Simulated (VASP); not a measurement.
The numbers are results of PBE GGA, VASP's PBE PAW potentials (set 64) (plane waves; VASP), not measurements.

The input files of a VASP run:

KPOINTS:
```
k-points along high-symmetry lines
10
Line-mode
Reciprocal
  0.000000   0.000000   0.000000 ! GAMMA
  0.000000   0.500000   0.000000 ! M

  0.000000   0.500000   0.000000 ! M
 -0.333333   0.666667   0.000000 ! K

 -0.333333   0.666667   0.000000 ! K
  0.000000   0.000000   0.000000 ! GAMMA

  0.000000   0.000000   0.000000 ! GAMMA
  0.000000   0.000000   0.500000 ! A

  0.000000   0.000000   0.500000 ! A
  0.000000   0.500000   0.500000 ! L

  0.000000   0.500000   0.500000 ! L
 -0.333333   0.666667   0.500000 ! H

 -0.333333   0.666667   0.500000 ! H
  0.000000   0.000000   0.500000 ! A

  0.000000   0.500000   0.500000 ! L
  0.000000   0.500000   0.000000 ! M

 -0.333333   0.666667   0.500000 ! H
 -0.333333   0.666667   0.000000 ! K
```

**POSCAR**
```
CdS
1
    2.1034150807    -3.6432216091     0.0000000000
    2.1034150807     3.6432216091     0.0000000000
    0.0000000000     0.0000000000     6.8323101022
Cd S
2 2
Direct
  0.6666670000   0.3333330000   0.5000025332
  0.3333330000   0.6666670000   0.0000025332
  0.6666670000   0.3333330000   0.8769974668
  0.3333330000   0.6666670000   0.3769974668
```

### INCAR
```
NELM = 100   ! most electronic steps
SIGMA = 0.05   ! width (eV)
ICHARG = 11   ! fixed density
ALGO = Normal
LCHARG = .FALSE.
LMAXMIX = 4
GGA = PE
ISMEAR = 0
ENCUT = 520   ! plane-wave cut-off (eV)
PREC = Accurate
LWAVE = .FALSE.
LREAL = .FALSE.   ! projection in real space or not
EDIFF = 1E-6
SYSTEM = CdS
LASPH = .TRUE.   ! aspherical one-centre terms
```

POTCAR, in this order: Cd S (PBE.64 set). Program: vasp_std. Read from the step before: CHGCAR.

The resulting files:

File OSZICAR:
```
       N       E                     dE             d eps       ncg     rms          rms(c)
DAV:   1     0.244989490276E+03    0.24499E+03   -0.17838E+04  3960   0.149E+03
DAV:   2     0.163446624959E+01   -0.24336E+03   -0.23834E+03  4464   0.359E+02
DAV:   3    -0.114940911986E+02   -0.13129E+02   -0.13082E+02  4716   0.821E+01
DAV:   4    -0.116424109089E+02   -0.14832E+00   -0.14821E+00  4624   0.852E+00
DAV:   5    -0.116449406896E+02   -0.25298E-02   -0.25293E-02  4818   0.107E+00
DAV:   6    -0.116450142649E+02   -0.73575E-04   -0.73573E-04  4698   0.171E-01
DAV:   7    -0.116450168973E+02   -0.26324E-05   -0.26323E-05  4780   0.291E-02
DAV:   8    -0.116450169966E+02   -0.99392E-07   -0.99385E-07  3568   0.542E-03
   1 F= -.11645017E+02 E0= -.11645017E+02  d E =-.329316E-14
```

OUTCAR:
```
 val. band max:        0.8674516035   @ k =   0.0000   0.0000   0.0000

 cond. band min:       1.9701850510   @ k =  -0.0000   0.0000   0.0000



 k-point     1 :       0.0000    0.0000    0.0000
  band No.  band energies     occupation
      1     -11.1881      2.00000
      2     -10.8041      2.00000
      3      -6.6628      2.00000
      4      -6.6582      2.00000
      5      -6.6582      2.00000
      6      -6.5851      2.00000
      7      -6.5851      2.00000
      8      -6.3002      2.00000
      9      -6.3002      2.00000
     10      -6.2211      2.00000
     11      -6.2211      2.00000
     12      -5.9142      2.00000
     13      -3.1963      2.00000
     14       0.1780      2.00000
     15       0.1781      2.00000
     16       0.8364      2.00000
     17       0.8674      2.00000
     18       0.8675      2.00000
     19       1.9702      0.00000
     20       3.5835      0.00000
     21       7.3420      0.00000
     22       7.3433      0.00000

 k-point     2 :       0.0000    0.0556    0.0000
  band No.  band energies     occupation
      1     -11.1781      2.00000
      2     -10.7996      2.00000
      3      -6.6613      2.00000
      4      -6.6541      2.00000
      5      -6.6488      2.00000
      6      -6.5806      2.00000
      7      -6.5794      2.00000
      8      -6.3022      2.00000
      9      -6.3003      2.00000
     10      -6.2254      2.00000
     11      -6.2203      2.00000
     12      -5.9074      2.00000
     13      -3.1763      2.00000
     14       0.0472      2.00000
     15       0.1411      2.00000
     16       0.6332      2.00000
     17       0.8171      2.00000
     18       0.8470      2.00000
     19       2.1997      0.00000
     20       3.7138      0.00000
     21       7.2194      0.00000
     22       7.3900      0.00000

 k-point     3 :       0.0000    0.1111    0.0000
  band No.  band energies     occupation
      1     -11.1490      2.00000
      2     -10.7869      2.00000
...
```

The density is held fixed in this step, so its total energy and stress have no physical meaning.

The compound is CdS in the wurtzite structure. It was relaxed first.
